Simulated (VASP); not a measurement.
Take MgO (rock salt), without spin-orbit terms, in VASP with PAW potentials, and its band gap.  The mesh is coarse and the basis finite, so the quasiparticle values are not converged.

One run gives 5.73 eV. Which level is it?
A. HSEsol (PBE cell)
B. PBE (own cell)
C. r2SCAN (own cell)
D. G0W0@PBE (starting cell)

C, r2SCAN (own cell).  The others give 4.49 (PBE (own cell)), 6.13 (HSEsol (PBE cell)), 7.34 (G0W0@PBE (starting cell)).

Only levels that ran to the end are used. Left out are those held back, those with too coarse a band path, GW runs whose mesh misses a band edge, hybrids' fits of cells that aren't cubic and levels without matching references; a question may draw on a part of the rest.

The compound is MgO in the rock salt structure.
